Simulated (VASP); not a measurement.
Output of a VASP run:

File OSZICAR:
```
...
DAV:   6    -0.558413844320E+02   -0.56028E+00   -0.61164E+01  5393   0.406E+01    0.261E+01
DAV:   7    -0.531765620887E+02    0.26648E+01   -0.81610E+01  5469   0.503E+01    0.167E+01
DAV:   8    -0.517532443553E+02    0.14233E+01   -0.10444E+01  4898   0.126E+01    0.619E+00
DAV:   9    -0.513890131701E+02    0.36423E+00   -0.11557E+00  5303   0.515E+00    0.267E+00
DAV:  10    -0.513100851978E+02    0.78928E-01   -0.37510E-01  5335   0.405E+00    0.762E-01
DAV:  11    -0.513140410989E+02   -0.39559E-02   -0.54192E-02  5874   0.188E+00    0.774E-01
DAV:  12    -0.513091540615E+02    0.48870E-02   -0.33385E-02  5373   0.179E+00    0.757E-02
DAV:  13    -0.513092048844E+02   -0.50823E-04   -0.49328E-04  4396   0.190E-01    0.405E-02
DAV:  14    -0.513091876239E+02    0.17260E-04   -0.10070E-04  5408   0.949E-02    0.360E-03
DAV:  15    -0.513091878059E+02   -0.18202E-06   -0.24387E-06  3524   0.119E-02
   1 F= -.51309188E+02 E0= -.51308590E+02  d E =-.513092E+02
       N       E                     dE             d eps       ncg     rms          rms(c)
DAV:   1    -0.513938275568E+02   -0.84640E-01   -0.23564E+00  3975   0.154E+01    0.345E+00
DAV:   2    -0.513960882595E+02   -0.22607E-02   -0.10640E+00  5380   0.907E+00    0.257E+00
DAV:   3    -0.513214339591E+02    0.74654E-01   -0.90744E-01  5361   0.575E+00    0.114E+00
DAV:   4    -0.513064626286E+02    0.14971E-01   -0.96946E-02  5263   0.245E+00    0.563E-01
DAV:   5    -0.513068805584E+02   -0.41793E-03   -0.55757E-03  4560   0.768E-01    0.264E-01
DAV:   6    -0.513064164756E+02    0.46408E-03   -0.24222E-03  4570   0.419E-01    0.681E-02
DAV:   7    -0.513064205467E+02   -0.40711E-05   -0.77636E-05  5375   0.733E-02    0.600E-03
DAV:   8    -0.513064205575E+02   -0.10813E-07   -0.42432E-06  3797   0.209E-02
   2 F= -.51306421E+02 E0= -.51305843E+02  d E =0.276725E-02
       N       E                     dE             d eps       ncg     rms          rms(c)
DAV:   1    -0.513494508791E+02   -0.43030E-01   -0.10681E+00  3974   0.103E+01    0.235E+00
DAV:   2    -0.513441970885E+02    0.52538E-02   -0.41501E-01  5307   0.564E+00    0.164E+00
DAV:   3    -0.513187355514E+02    0.25462E-01   -0.38615E-01  5416   0.524E+00    0.834E-01
DAV:   4    -0.513100287279E+02    0.87068E-02   -0.44865E-02  5119   0.169E+00    0.374E-01
DAV:   5    -0.513100982094E+02   -0.69482E-04   -0.16252E-03  4872   0.295E-01    0.572E-02
DAV:   6    -0.513100290928E+02    0.69117E-04   -0.40829E-04  4835   0.182E-01    0.345E-02
DAV:   7    -0.513100312058E+02   -0.21130E-05   -0.20279E-05  4437   0.462E-02    0.475E-03
DAV:   8    -0.513100312415E+02   -0.35712E-07   -0.16350E-06  3188   0.930E-03
   3 F= -.51310031E+02 E0= -.51309428E+02  d E =-.843436E-03
       N       E                     dE             d eps       ncg     rms          rms(c)
DAV:   1    -0.513167544424E+02   -0.67232E-02   -0.23592E-01  3964   0.446E+00    0.591E-01
DAV:   2    -0.513116488623E+02    0.51056E-02   -0.10351E-02  4159   0.926E-01    0.239E-01
DAV:   3    -0.513102016067E+02    0.14473E-02   -0.46265E-03  4949   0.504E-01    0.125E-01
DAV:   4    -0.513102498580E+02   -0.48251E-04   -0.92698E-04  5276   0.277E-01    0.988E-02
DAV:   5    -0.513102162083E+02    0.33650E-04   -0.50270E-04  5284   0.207E-01    0.339E-02
DAV:   6    -0.513102002736E+02    0.15935E-04   -0.65421E-05  4925   0.683E-02    0.940E-03
DAV:   7    -0.513102005094E+02   -0.23579E-06   -0.31187E-06  3816   0.159E-02
   4 F= -.51310201E+02 E0= -.51309671E+02  d E =-.169268E-03
```

**OUTCAR**
```
------------------------ aborting loop because EDIFF is reached ----------------------------------------
  FORCE on cell =-STRESS in cart. coord.  units (eV):
  Direction    XX          YY          ZZ          XY          YZ          ZX
  --------------------------------------------------------------------------------------
  Total        0.0669281      0.0669281      0.0669281     -0.0537771      0.0537771      0.0537771
  in kB        1.7837083      1.7837083      1.7837083     -1.4332202      1.4332202      1.4332202
  external PRESSURE =       1.7837083 kB  Pullay stress =       0.0000000 kB
  volume of cell :       60.12
      direct lattice vectors                 reciprocal lattice vectors
    -3.109264098  3.094198176  3.109264098     0.000000000  0.161200303  0.161200303
     3.094198176 -3.109264098  3.109264098     0.161200303  0.000000000  0.161200303
     1.562165010  1.562165010 -1.562165010     0.320845949  0.320845949  0.001554657
 POSITION                                       TOTAL-FORCE (eV/Angst)
 -----------------------------------------------------------------------------------
      1.54710      1.54710      4.65636        -0.000000     -0.000000     -0.000000
     -1.56217      1.53957      4.66390         0.000000     -0.000000      0.000000
      3.10173      0.00000      3.10173        -0.000000      0.000000     -0.000000
     -0.00753     -0.00753      3.10926         0.000000     -0.000000      0.000000
 -----------------------------------------------------------------------------------
    total drift:                                0.000000      0.000000      0.000000
  FREE ENERGIE OF THE ION-ELECTRON SYSTEM (eV)
  ---------------------------------------------------
  free  energy   TOTEN  =       -51.3102005094 eV

  energy  without entropy=      -51.3086108825  energy(sigma->0) =      -51.30967063

 reached required accuracy - stopping structural energy minimisation
```
(Selected blocks of OUTCAR.)

**POSCAR**
```
VW3
1
   -3.1071966860     3.1040247928     3.1071966860
    3.1040247928    -3.1071966860     3.1071966860
    1.5551842896     1.5551842896    -1.5551842896
W V
3 1
Direct
  0.0000000000   0.0000000000   0.0000000000
  0.0000000000   0.5000000000   0.0000000000
  0.5000000000   0.0000000000   0.0000000000
  0.5000000000   0.5000000000   0.0000000000
```

Task: Write an INCAR and KPOINTS that could have produced this output.

Result: One answer among several that fit: the input of the run itself, PBEsol GGA, plane waves, VASP's PBE PAW potentials (set 64).

### INCAR
```
SYSTEM = VW3
PREC = Accurate
ENCUT = 400
EDIFF = 1E-6
NELM = 100
ALGO = Normal
LREAL = .FALSE.
LASPH = .TRUE.
ISMEAR = 1
SIGMA = 0.1
GGA = PS
LMAXMIX = 6
LWAVE = .FALSE.
LCHARG = .FALSE.
IBRION = 2
ISIF = 3
NSW = 60
EDIFFG = -0.02
```

File KPOINTS:
```
Automatic mesh
0
Gamma
6 6 12
0 0 0
```

POTCAR, in this order: W_sv V_sv (PBE.64 set). Program: vasp_std.

The structure was generated: VW3 was put into an ordered model structure (R-3m), which need not be its known phase. This run relaxes it. Symmetry was kept, so distortions that lower it aren't found. The start is the result of an earlier pass. The run is not spin-polarised, so no magnetic state was tried. The electron count is odd and the run is not spin-polarised, which forces a metal.
